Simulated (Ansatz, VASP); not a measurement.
# Cross-check of SiSO between VASP and Ansatz, part 2 of 2

One calculation is typed for both programs; each brings its own data sets. How far apart do they land? The cell is taken from a series of runs on this material, whose earlier steps may have relaxed, scaled, displaced or heated it; both programs get it as it stands.

VASP 6.6.1 and Ansatz 0.2.0.

So far: Set-up; VASP: dielectric response, PBE.

The structure was built from a prototype and need not be the compound's stable phase.

### 3. Ansatz: dielectric response, PBE

Level of this step: Ansatz beside VASP: Kohn-Sham DFT, plane waves, PBE (Ansatz).

Ansatz runs on its default PAW (the set named soft_2) files.

The same cell, functional and mesh now go to Ansatz, which takes its cutoff from its data sets.

input.yaml reads:

```yaml
crystal:
  lattice:
    - [2.2034810369, 1.2721803698, 2.4197662314]
    - [-2.2034810369, 1.2721803698, 2.4197662314]
    - [0.0, -2.5443607396, 2.4197662314]
  atoms:
    - { symbol: S, position: [0.4999006661, 0.4999006661, 0.4999006661] }
    - { symbol: Si, position: [0.8052251299, 0.8052251299, 0.8052251299] }
    - { symbol: O, position: [1.025074204, 1.025074204, 1.025074204] }
kpoints:
  mp_grid: { grid: [7, 7, 7] }
scf:
  occupations: { method: fixed }
hamiltonian:
  xc: pbe
  pseudopotentials: { kind: paw }
dielectric: {}
```

Started as:

```console
$ ansatz run input.yaml --threads 2 --pin off --max-ram 5120MiB --backend cpu --events-out ev --progress --plain --runs-dir out
```

Numbers of over 12 decimals in the logs are rounded to 6 here.

Log:

```text
Engine: ansatz 0.2.0, aarch64-unknown-linux-gnu
Pseudopotentials: kind: paw
Pseudopotential: S, paw, valence charge 6, recommended cutoff 420 eV (normal), S.paw.azcp
Pseudopotential: Si, paw, valence charge 4, recommended cutoff 420 eV (normal), Si.paw.azcp
Pseudopotential: O, paw, valence charge 6, recommended cutoff 420 eV (normal), O.paw.azcp
Functional definition: PBE
  parameter kappa = 0.804
  parameter beta = 0.066725
  exchange = pbe_x(kappa = kappa, mu = beta*pi^2/3)
  correlation = pbe_c(beta = beta)
Crystal: 3 atoms, lattice volume = 40.699 Å³
Basis set: ecut = 420 eV, 789 PW (Γ), exchange–correlation on 48×48×48 points (8 copies of the dense FFT grid, shifted against one another)
Bands: 12, of which v1, the nominal top of the filled ones, is band 8 counted from 1 (7 counted from 0)
Symmetry: 6 space group operations
k-points: 100 of 343 (irreducible under 2 space group operations, time reversal used)
Non-local potential: S, projectors of the file, l = 0: 2, l = 1: 2, l = 2: 2
Non-local potential: Si, projectors of the file, l = 0: 2, l = 1: 2, l = 2: 2
Non-local potential: O, projectors of the file, l = 0: 2, l = 1: 2, l = 2: 1
PAW form: soft (Blöchl's): semilocal exchange-correlation on the pseudo side does not see the compensation charge
PAW one-centre angular grid: S, 110 points (default); XC on 64 Gauss nodes
PAW one-centre angular grid: Si, 110 points (default); XC on 64 Gauss nodes
PAW one-centre angular grid: O, 110 points (default); XC on 64 Gauss nodes
Initial density: superposition of atomic densities (neutral atoms: chi_scale 0, normalization atom), corrected by the library's trained network
Initial wavefunctions: pseudopotential atomic-orbital guess
Functional: x = pbe(κ = 0.804, μ = 0.219515), c = pbe(β = 0.066725)
SCF iter   1: F=—  HF=-2104.635144 eV  |F-HF|=—  |Δ(HF+E_count)|=         —  Δρ=6.14e-3  dr2=1.76e-2  ethr=1.77e-3  ⟨swp⟩=4.8  Hψ=7000  notcnv=0  defer=192
preconditioner: auto → none  [insulator: Δε(μ)=1.232 eV  Ē_g=11.710 eV  n_scr=6 (ndim 8)  ℏωp=23.3 eV  f_vac=0.000  ε∞_Penn≈5.0]
SCF iter   2: F=—  HF=-2104.635481 eV  |F-HF|=—  |Δ(HF+E_count)|=   3.37e-4  Δρ=7.17e-3  dr2=1.77e-2  ethr=1.10e-4  ⟨swp⟩=2.1  Hψ=2967  notcnv=0  defer=194
SCF iter   3: F=—  HF=-2104.631882 eV  |F-HF|=—  |Δ(HF+E_count)|=   3.60e-3  Δρ=1.20e-3  dr2=4.10e-4  ethr=1.10e-4  ⟨swp⟩=2.4  Hψ=1947  notcnv=0  defer=194
SCF iter   4: F=—  HF=-2104.632036 eV  |F-HF|=—  |Δ(HF+E_count)|=   1.54e-4  Δρ=3.14e-4  dr2=3.72e-5  ethr=2.56e-6  ⟨swp⟩=2.4  Hψ=2057  notcnv=0  defer=196
SCF iter   5: F=—  HF=-2104.632041 eV  |F-HF|=—  |Δ(HF+E_count)|=   4.75e-6  Δρ=1.14e-4  dr2=2.77e-6  ethr=2.32e-7  ⟨swp⟩=2.1  Hψ=1811  notcnv=0  defer=3
SCF iter   6: F=—  HF=-2104.632046 eV  |F-HF|=—  |Δ(HF+E_count)|=   4.70e-6  Δρ=3.05e-5  dr2=2.35e-7  ethr=1.73e-8  ⟨swp⟩=2.1  Hψ=1955  notcnv=0
SCF iter   7: F=—  HF=-2104.632044 eV  |F-HF|=—  |Δ(HF+E_count)|=   1.21e-6  Δρ=4.37e-6  dr2=3.78e-9  ethr=1.47e-9  ⟨swp⟩=2.7  Hψ=2058  notcnv=0
SCF iter   8: F=—  HF=-2104.632044 eV  |F-HF|=—  |Δ(HF+E_count)|=   3.74e-9  Δρ=7.97e-7  dr2=1.24e-10  ethr=2.36e-11  ⟨swp⟩=2.0  Hψ=1868  notcnv=0
SCF iter   9: F=-2104.632044 eV  HF=-2104.632044 eV  |F-HF|=2.73e-12  |Δ(HF+E_count)|=  1.31e-10  Δρ=1.66e-7  dr2=8.41e-12  ethr=1.00e-12  ⟨swp⟩=3.0  Hψ=4375  notcnv=0
SCF 1 converged in 9 iterations: F = -2104.632044 eV  dr2 = 8.41e-12
  greatest PAW one-centre occupation: 0.877 electrons in one spin orbital (limit 2), on the O atom at site 2 (counted from 0), in its partial waves of l = 0
NSCF: frozen V_eff on 10 k-points
DFPT response loops at Γ: preconditioner auto → none (the input reference at scf.mixing.eps_inf says where Resta's filter doesn't serve); β = 0.50; Broyden in place of MSR1
── the response to a field inside a basis, on 10×10×10 k-points: an SCF that follows is theirs, and a resumed run solves both again ──
Bands: 9, of which v1, the nominal top of the filled ones, is band 8 counted from 1 (7 counted from 0)
k-points: 110
Initial density: handed on by an earlier stage of this run
Initial wavefunctions: pseudopotential atomic-orbital guess (no wavefunctions were taken with the density)
Eigensolver: Dense (110 Hₖ)
SCF iter   1: F=—  HF=-2104.633052 eV  |F-HF|=—  |Δ(HF+E_count)|=         —  Δρ=3.69e-4  dr2=1.02e-5  ethr=1.00e-1
preconditioner: auto → none  [insulator: Δε(μ)=1.194 eV  Ē_g=8.896 eV  n_scr=6 (ndim 8)  ℏωp=23.3 eV  f_vac=0.000  ε∞_Penn≈7.8]
SCF iter   2: F=—  HF=-2104.633056 eV  |F-HF|=—  |Δ(HF+E_count)|=   4.26e-6  Δρ=1.90e-4  dr2=8.58e-6  ethr=6.37e-8
SCF iter   3: F=—  HF=-2104.633057 eV  |F-HF|=—  |Δ(HF+E_count)|=   3.78e-7  Δρ=1.30e-4  dr2=2.77e-6  ethr=5.36e-8
SCF iter   4: F=-2104.633057 eV  HF=-2104.633057 eV  |F-HF|=2.43e-8  |Δ(HF+E_count)|=   1.26e-7  Δρ=1.50e-5  dr2=2.46e-8  ethr=1.73e-8
SCF 1 converged in 4 iterations: F = -2104.633057 eV  dr2 = 2.46e-8
DFPT response loops at Γ: mixed as the last ones told, above
SCF converged after 9 iterations
Free energy (F): -2104.632044 eV
Harris-Foulkes:  -2104.632044 eV  (|F-HF|=2.73e-12)
Internal energy: -2104.632044 eV  (E = F + TS)
E sigma→0 (E₀):  -2104.632044 eV
Fermi energy:    7.396974 eV
--- Per-component energies (eV) ---
  E_band       = 14.182053
  E_kinetic    = 324.743738
  E_local      = -479.042392  (includes V_loc(G=0)·N_el)
  E_nonlocal   = 100.391201
  E_hartree    = 169.848329
  E_xc         = -226.296322
  E_vxc        = -228.788711  (∫ρ·V_xc dr)
  E_paw        = -1270.671067  (= ΣΔE_a)
  E_vpaw       = -42.820899  (= ΣTr[D̂ρ^β])
  E_aug_tail   = 0.002456  (compensation charges beyond the density's cutoff)
  E_ewald      = -723.607987
  E_smearing   = -0.000000  (= −TS)
  E_closure    = 0.000000  (closes the sum)
  Σ components = -2104.632044   (vs F -2104.632044, Δ=0.00e0)
--- Band table (eV; the first three rows and the last of 100) ---
  k-point 0: bands = [... 4 lower, 3.5094, 5.1433, 7.3394, 7.3394, 8.5719, 9.2981, 9.2981, 15.8605]
  k-point 1: bands = [... 4 lower, 3.6346, 4.7628, 6.8075, 7.0567, 9.3343, 9.5256, 10.2840, 15.6037]
  k-point 2: bands = [... 4 lower, 4.0086, 4.4980, 6.1763, 6.3404, 10.0996, 10.1537, 12.1852, 15.5261]
  k-point 99: bands = [... 4 lower, 2.5954, 3.1426, 4.7483, 5.2928, 9.7825, 13.4681, 13.7743, 18.3096]
--- Dielectric response (ions clamped): 3 representative field directions + reference, inside a basis on a mesh of 1000 k-points (Σ response iterations 15) ---
  ε∞ (high-frequency dielectric tensor):
       11.090060    -0.000000    -0.000000
       -0.000000    11.090060     0.000000
       -0.000000     0.000000     8.252882
  Born effective charges Z* (e; rows j = field, columns β = displacement):
    site 0:
        -2.30115    0.00000    0.00000
         0.00000   -2.30115   -0.00000
         0.00000   -0.00000   -1.55779
    site 1:
         5.10410   -0.00000   -0.00000
        -0.00000    5.10410    0.00000
        -0.00000    0.00000    3.75408
    site 2:
        -2.80295   -0.00000   -0.00000
        -0.00000   -2.80295   -0.00000
        -0.00000   -0.00000   -2.19629
  Z* charge neutrality: 4.896e-4 e pre-enforcement
  solved inside a basis spanned on kpoints, on 10×10×10 k-points transformed towards the longest dipole: ε∞ is read to err by 5.2e-2, Z* by 5.2e-2 e (field_mesh: kpoints solves on kpoints); Z* is corrected for what the basis lacks
```

### 4. Comparison

Known differences besides the potentials themselves: fixed occupations in Ansatz, narrow Gaussian smearing in VASP; VASP's response is taken on the typed mesh, Ansatz refines its own for the field response alone; the cutoff is 420 eV in Ansatz and 520 eV in VASP. Total energies have different zeros and are not compared.

Both answers:

| quantity | Ansatz | VASP | difference |
| --- | --- | --- | --- |
| ε∞ xx | 11.09 | 11.50 | -3.55 % |
| ε∞ yy | 11.09 | 11.50 | -3.55 % |
| ε∞ zz | 8.25 | 8.30 | -0.54 % |

### 5. Outcome

| Quantity | Value |
| --- | --- |
| difference in ε∞ xx (dielectric response, PBE) | -3.5 % |

What this shows: The difference in ε∞ xx is -3.5 % (dielectric response, PBE), within the 5 % picked in this series as the mark of a large difference. Such differences can come from data sets, numerical settings and the points named under the comparisons, not from the functional's error against experiment.

[Lines on the potential files, build, host, timing and source positions are cut from VASP's logs without a mark.]

[Logs are printed without paths, hosts, clocks, repeated set-up lines and the standing remarks that a program may print on its own settings, such as how far it seeks lower states.]

[Hosts, paths, dates, database ids (printed as entryN), source tags and the programs' standing remarks are cut or masked in the printed files.]
